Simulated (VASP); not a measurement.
Calculation: PBE GGA, VASP's PBE PAW potentials (set 64) (plane waves; VASP).

VASP ran on this input.

File KPOINTS:
```
Automatic mesh
0
Monkhorst Pack
10 10 8
```

### POSCAR
```
HfB2
1
    1.5700000000    -2.7193200000     0.0000000000
    1.5700000000     2.7193200000     0.0000000000
    0.0000000000     0.0000000000     3.4800000000
Hf B
1 2
Direct
  0.0000000000   0.0000000000   0.0000000000
  0.3333330000   0.6666670000   0.5000000000
  0.6666670000   0.3333330000   0.5000000000
```

### INCAR
```
ISMEAR=1
LREAL=.FALSE.
EDIFF=1E-6   # SCF stop (eV)
NELM=100   # most electronic steps
LASPH=.TRUE.
SIGMA=0.1
ISIF=2   # forces and stress, cell fixed
LCHARG=.FALSE.
ALGO=Normal   # blocked Davidson
PREC=Accurate
LMAXMIX=6
LWAVE=.FALSE.
SYSTEM=HfB2
ENCUT=520   # plane-wave cut-off (eV)
GGA=PE   # PBE
```

POTCAR, in this order: Hf_pv B (PBE.64 set). Program: vasp_std.

The resulting files:

File OSZICAR:
```
       N       E                     dE             d eps       ncg     rms          rms(c)
DAV:   1     0.289624086487E+02    0.28962E+02   -0.85092E+03  2880   0.127E+03
DAV:   2    -0.269965152396E+02   -0.55959E+02   -0.52247E+02  3524   0.240E+02
DAV:   3    -0.287640437602E+02   -0.17675E+01   -0.17360E+01  3808   0.329E+01
DAV:   4    -0.287780003775E+02   -0.13957E-01   -0.13945E-01  3504   0.317E+00
DAV:   5    -0.287781400922E+02   -0.13971E-03   -0.13968E-03  3748   0.262E-01    0.525E+01
DAV:   6    -0.265069938939E+02    0.22711E+01   -0.52641E+00  3544   0.151E+01    0.385E+01
DAV:   7    -0.264686464756E+02    0.38347E-01   -0.16592E+00  3712   0.884E+00    0.119E+01
DAV:   8    -0.264041981891E+02    0.64448E-01   -0.45437E-01  3456   0.474E+00    0.182E+00
DAV:   9    -0.263998095434E+02    0.43886E-02   -0.31731E-02  3372   0.140E+00    0.254E-01
DAV:  10    -0.263997590134E+02    0.50530E-04   -0.81275E-04  3612   0.254E-01    0.349E-01
DAV:  11    -0.263997600257E+02   -0.10124E-05   -0.11387E-04  3516   0.844E-02    0.196E-01
DAV:  12    -0.263997553002E+02    0.47256E-05   -0.11670E-05  3520   0.298E-02    0.168E-02
DAV:  13    -0.263997554673E+02   -0.16711E-06   -0.45643E-07  2036   0.689E-03
   1 F= -.26399755E+02 E0= -.26399797E+02  d E =0.123618E-03
```

**OUTCAR**
```
------------------------ aborting loop because EDIFF is reached ----------------------------------------
  FORCE on cell =-STRESS in cart. coord.  units (eV):
  Direction    XX          YY          ZZ          XY          YZ          ZX
  --------------------------------------------------------------------------------------
  Total        0.2060675      0.2060676      0.1270227      0.0000000      0.0000000     -0.0000000
  in kB       11.1109432     11.1109451      6.8489319      0.0000000      0.0000000     -0.0000000
  external PRESSURE =       9.6902734 kB  Pullay stress =       0.0000000 kB
  volume of cell :       29.71
      direct lattice vectors                 reciprocal lattice vectors
     1.570000000 -2.719320000  0.000000000     0.318471338 -0.183869497  0.000000000
     1.570000000  2.719320000  0.000000000     0.318471338  0.183869497  0.000000000
     0.000000000  0.000000000  3.480000000     0.000000000  0.000000000  0.287356322
 POSITION                                       TOTAL-FORCE (eV/Angst)
 -----------------------------------------------------------------------------------
      0.00000      0.00000      0.00000        -0.000000     -0.000000      0.000000
      1.57000      0.90644      1.74000        -0.000000      0.000000      0.000000
      1.57000     -0.90644      1.74000         0.000000     -0.000000      0.000000
 -----------------------------------------------------------------------------------
    total drift:                                0.000000     -0.000000      0.000000
  FREE ENERGIE OF THE ION-ELECTRON SYSTEM (eV)
  ---------------------------------------------------
  free  energy   TOTEN  =       -26.3997554673 eV

  energy  without entropy=      -26.3998790854  energy(sigma->0) =      -26.39979667
```
(Selected blocks of OUTCAR.)

The compound is HfB2 in the AlB2 type structure. The cell was not relaxed at this level. The run is one of a series of settings (KPOINTS 10×10×8 Monkhorst-Pack mesh against the base run), some of them coarse on purpose.
